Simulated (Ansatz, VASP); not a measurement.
# Cross-check of GaAs between VASP and Ansatz, part 2 of 2

One calculation is typed for both programs; each brings its own data sets. How far apart do they land? The cell is taken from a series of runs on this material, whose earlier steps may have relaxed, scaled, displaced or heated it; both programs get it as it stands.

VASP 6.6.1 and Ansatz 0.2.0.

So far: The starting structure; VASP: zone-centre phonons, LDA.

**3. Ansatz: zone-centre phonons, LDA**

Level of this step: Ansatz beside VASP: Kohn-Sham DFT, plane waves, LDA (Ansatz).

Ansatz runs on its PAW soft_1 files.

The same cell, functional (in two slightly different forms), mesh and smearing now go to Ansatz, which takes its cutoff from its data sets.

The input, input.yaml:

```yaml
crystal:
  lattice:
    - [0.0, 2.8015629883, 2.8015629883]
    - [2.8015629883, 0.0, 2.8015629883]
    - [2.8015629883, 2.8015629883, 0.0]
  atoms:
    - { symbol: Ga, position: [0.0, 0.0, 0.0] }
    - { symbol: As, position: [0.75, 0.75, 0.75] }
total_charge: -0.043978
kpoints:
  mp_grid: { grid: [24, 24, 24] }
hamiltonian:
  xc: lda
  pseudopotentials: { kind: paw, azcp: { folder: soft_1 }, xc_functional: pbe }
scf:
  occupations: { method: fermi_dirac, width: 0.03 }
output:
  eigenvalues: true
phonons:
  method: dfpt
```

On the command line:

```
ansatz run input.yaml --threads 8 --pin off --max-ram 16384MiB --backend cpu --events-out ev --progress --plain --runs-dir out
```

Numbers of over 12 decimals in the logs are rounded to 6 here.

The log of the run:

```text
zone centre: on kpoints.mp_grid the ground state, and the responses unless they are solved on pairs of k-points, stand on 1063 of the mesh's 13824 k-points, reduced under 8 symmetry operations, with k and −k counted as one. Each operation leaves every solved displacement unchanged or reverses it
Engine: ansatz 0.2.0, x86_64-unknown-linux-gnu
Pseudopotentials: kind: paw
Pseudopotential: Ga, paw, valence charge 13, recommended cutoff 420 eV (normal), soft_1/Ga.paw.azcp
Pseudopotential: As, paw, valence charge 15, recommended cutoff 420 eV (normal), soft_1/As.paw.azcp
Functional definition: SPW92
  exchange = slater_x
  correlation = pw_c
Crystal: 2 atoms, lattice volume = 43.978 Å³
Basis set: ecut = 420 eV, 869 PW (Γ), exchange–correlation on 54×54×54 points (8 copies of the dense FFT grid, shifted against one another)
Bands: 19, of which v1, the nominal top of the filled ones, is band 14 counted from 1 (13 counted from 0)
Symmetry: 24 space group operations
k-points: 1063 of 13824 (irreducible under 8 space group operations, time reversal used)
Non-local potential: Ga, projectors of the file, l = 0: 2, l = 1: 2, l = 2: 3, l = 3: 1
Non-local potential: As, projectors of the file, l = 0: 2, l = 1: 2, l = 2: 3, l = 3: 1
PAW form: soft (Blöchl's): semilocal exchange-correlation on the pseudo side does not see the compensation charge
PAW frozen core: Ga, regenerated for the run's functional, and the local potential with it (the file was generated under x = pbe(κ = 0.804, μ = 0.219515), c = pbe(β = 0.066725))
PAW frozen core: As, regenerated for the run's functional, and the local potential with it (the file was generated under x = pbe(κ = 0.804, μ = 0.219515), c = pbe(β = 0.066725))
PAW one-centre angular grid: Ga, 590 points (default); XC on 64 Gauss nodes
PAW one-centre angular grid: As, 590 points (default); XC on 64 Gauss nodes
Initial density: superposition of atomic densities (chi_scale 0.1, normalization cell, long waves kept (reshape's long-wave potential 0.00 eV rms))
Initial wavefunctions: pseudopotential atomic-orbital guess
Functional: x = slater, c = lda
SCF iter   1: F=—  HF=-8481.036246 eV  |F-HF|=—  |Δ(HF+E_count)|=         —  Δρ=4.01e-2  dr2=4.51e-1  ethr=3.10e-3  ⟨swp⟩=5.9  Hψ=104163  notcnv=0
preconditioner: auto → Kerker (q_TF=auto, 2.531 Å⁻¹)  [metal: Δε(μ)=0.014 eV  Ē_g=16.593 eV  σ=0.030 eV  W_gap=0.12  n_scr=14 (ndim 8)  ℏωp=23.8 eV  f_vac=0.000  D(μ)=0.17/eV (n_scr^D=0)]
SCF iter   2: F=—  HF=-8480.969240 eV  |F-HF|=—  |Δ(HF+E_count)|=   6.70e-2  Δρ=2.48e-2  dr2=2.06e-1  ethr=1.61e-3  ⟨swp⟩=2.0  Hψ=33217  notcnv=0  defer=680
SCF iter   3: F=—  HF=-8480.906052 eV  |F-HF|=—  |Δ(HF+E_count)|=   6.32e-2  Δρ=3.76e-3  dr2=1.03e-2  ethr=7.33e-4  ⟨swp⟩=3.1  Hψ=36836  notcnv=0  defer=680
SCF iter   4: F=—  HF=-8480.905771 eV  |F-HF|=—  |Δ(HF+E_count)|=   2.81e-4  Δρ=1.30e-3  dr2=1.48e-3  ethr=3.68e-5  ⟨swp⟩=2.3  Hψ=36957  notcnv=0  defer=680
SCF iter   5: F=—  HF=-8480.905262 eV  |F-HF|=—  |Δ(HF+E_count)|=   5.09e-4  Δρ=7.53e-4  dr2=1.82e-4  ethr=5.29e-6  ⟨swp⟩=2.0  Hψ=39017  notcnv=0  defer=680
SCF iter   6: F=—  HF=-8480.905297 eV  |F-HF|=—  |Δ(HF+E_count)|=   3.56e-5  Δρ=4.12e-4  dr2=3.68e-5  ethr=6.48e-7  ⟨swp⟩=2.0  Hψ=34356  notcnv=0  defer=680
SCF iter   7: F=—  HF=-8480.905270 eV  |F-HF|=—  |Δ(HF+E_count)|=   2.70e-5  Δρ=1.27e-4  dr2=3.21e-6  ethr=1.31e-7  ⟨swp⟩=2.0  Hψ=33794  notcnv=0  defer=680
SCF iter   8: F=—  HF=-8480.905272 eV  |F-HF|=—  |Δ(HF+E_count)|=   1.69e-6  Δρ=5.64e-5  dr2=7.95e-7  ethr=1.15e-8  ⟨swp⟩=2.0  Hψ=34442  notcnv=0  defer=680
SCF iter   9: F=—  HF=-8480.905272 eV  |F-HF|=—  |Δ(HF+E_count)|=   2.44e-7  Δρ=6.68e-6  dr2=1.75e-8  ethr=2.83e-9  ⟨swp⟩=2.9  Hψ=30265  notcnv=0  defer=680
SCF iter  10: F=—  HF=-8480.905272 eV  |F-HF|=—  |Δ(HF+E_count)|=   1.67e-8  Δρ=1.69e-6  dr2=1.83e-9  ethr=6.25e-11  ⟨swp⟩=2.0  Hψ=30051  notcnv=0  defer=680
SCF iter  11: F=—  HF=-8480.905272 eV  |F-HF|=—  |Δ(HF+E_count)|=  8.82e-10  Δρ=5.52e-7  dr2=2.53e-10  ethr=6.54e-12  ⟨swp⟩=2.0  Hψ=33436  notcnv=0  defer=680
SCF iter  12: F=—  HF=-8480.905272 eV  |F-HF|=—  |Δ(HF+E_count)|=  4.18e-11  Δρ=1.37e-7  dr2=1.40e-11  ethr=1.00e-12  ⟨swp⟩=1.0  Hψ=19558  notcnv=0  defer=680
SCF iter  13: F=-8480.905272 eV  HF=-8480.905272 eV  |F-HF|=0.00e0  |Δ(HF+E_count)|=  1.82e-12  Δρ=2.91e-8  dr2=2.71e-13  ethr=1.00e-12  ⟨swp⟩=8.2  Hψ=98916  notcnv=0
SCF 1 converged in 13 iterations: F = -8480.905272 eV  dr2 = 2.71e-13
  greatest PAW one-centre occupation: 0.999 electrons in one spin orbital (limit 2), on the As atom at site 1 (counted from 0), in its partial waves of l = 2
DFPT response loops at Γ: preconditioner auto → Kerker (q_TF=auto, 2.531 Å⁻¹) (partly filled bands, converged f_vac=0.062); β = 1.00, the filter's whole step (`scf.mixing.beta` (0.50) is not read by the response loops under this deck's `scf.mixing.preconditioner`; to damp them name `kerker` or `kerker_dos`, under which they read `scf.mixing.beta`, and type it under 1.00, their step now; both keys bind the ground state too); Broyden in place of MSR1
SCF converged after 13 iterations
Free energy (F): -8480.905272 eV
Harris-Foulkes:  -8480.905272 eV  (|F-HF|=0.00e0)
Internal energy: -8480.904622 eV  (E = F + TS)
E sigma→0 (E₀):  -8480.904947 eV
Entropy (-TS):   -0.000651 eV (-0.325 meV/atom)
Fermi energy:    9.290496 eV
--- Per-component energies (eV) ---
  E_band       = -321.889243
  E_kinetic    = 211.948103
  E_local      = -3627.832018  (includes V_loc(G=0)·N_el)
  E_nonlocal   = -481.251324
  E_hartree    = 2117.129427
  E_xc         = -134.436875
  E_vxc        = -131.878318  (∫ρ·V_xc dr)
  E_paw        = -3847.178820  (= ΣΔE_a)
  E_vpaw       = -527.134323  (= ΣTr[D̂ρ^β])
  E_aug_tail   = -0.000222  (compensation charges beyond the density's cutoff)
  E_ewald      = -2723.086604
  E_core_change = 3.803710  (= ΣΔE_core)
  E_smearing   = -0.000651  (= −TS)
  E_closure    = 0.000000  (closes the sum)
  E_deformation_potential = -0.628069  (in the stress; not in F)
  Σ components = -8480.905272   (vs F -8480.905272, Δ=0.00e0)
--- Band table (eV; the first three rows and the last of 1063) ---
  k-point 0: bands = [... 10 lower, -5.0097, 7.9693, 7.9693, 7.9693, 8.4615, 11.6599, 11.6599, 11.6599, ... 1 higher]
  k-point 1: bands = [... 10 lower, -4.9883, 7.4567, 7.9378, 7.9378, 8.8818, 11.6857, 11.7062, 11.7062, ... 1 higher]
  k-point 2: bands = [... 10 lower, -4.9246, 6.7175, 7.8498, 7.8498, 9.3179, 11.8129, 11.8353, 11.8353, ... 1 higher]
  k-point 1062: bands = [... 10 lower, -2.3325, 1.1715, 4.2786, 4.4695, 12.6085, 12.6310, 13.3521, 13.9254, ... 1 higher]
--- Phonons (Γ-DFPT): 2 representative perturbations + reference, on 1063 of 13824 k-points (Σ response iterations 7) ---
  k mesh reduced under 8 symmetry operations, with k and −k counted as one. Each operation leaves every solved displacement unchanged or reverses it
  ASR residual: 2.264e-5 → 0.000e0 eV/Å²; symmetrization residual: 4.028e-6 eV/Å²
  ASR residual per site (eV/Å²): 2.26e-5 1.62e-5
  Γ frequencies (cm⁻¹): 0.00 0.00 0.00 265.37 265.37 265.37
  non-analytic LO–TO correction: not included (Born effective charges unavailable; polar crystals: no LO–TO splitting at Γ)
```

Reading the cycles: dr2 is the Hartree energy of the density residual (eV), the measure of convergence; HF is the Harris–Foulkes estimate of the energy, which meets the free energy F at convergence.

**4. Side by side**

Known differences besides the potentials themselves: the cutoff is 420 eV in Ansatz and 500 eV in VASP; VASP's log shows a relativistic correction to its local exchange, Ansatz's none. Total energies have different zeros and are not compared.

The two programs side by side:

```
                  quantity  Ansatz   VASP  difference
optical mode 1 to 3 (cm⁻¹)   265.4  267.0     -0.61 %
```

Modes are paired by rising frequency, not by their patterns, so a pair may set unlike modes beside each other; they are those without the splitting of longitudinal modes. The cell carries a charge of -0.043978 e against a uniform background, so its pressure also hangs on how the neutralising background is counted, and in a defect's cell a gap may be the spacing between its levels.

**5. What came out**

| Item | Value |
| --- | --- |
| r.m.s. difference of the optical zone-centre modes, each program's sorted by frequency (zone-centre phonons, LDA) | 1.6 cm⁻¹ |
| difference in optical mode 1 to 3 (zone-centre phonons, LDA) | -0.6 % |

What this shows: The r.m.s. difference of the optical zone-centre modes, each program's sorted by frequency is 1.6 cm⁻¹ (zone-centre phonons, LDA). The data sets hold unlike numbers of valence electrons (28.044 in Ansatz and 18.044 in VASP), so part of the differences comes from the potentials. Among the rows given in per cent, the largest difference of the zone-centre phonons, LDA pair is in optical mode 1 to 3, -0.6 %. How closely two codes agree says nothing of how well the functional describes the real material.

[Lines on the potential files, build, host, timing and source positions are cut from VASP's logs without a mark.]

[Logs are printed without paths, hosts, clocks, repeated set-up lines and the standing remarks that a program may print on its own settings, such as how far it seeks lower states.]

[Hosts, paths, dates, database ids (printed as entryN), source tags and the programs' standing remarks are cut or masked in the printed files.]
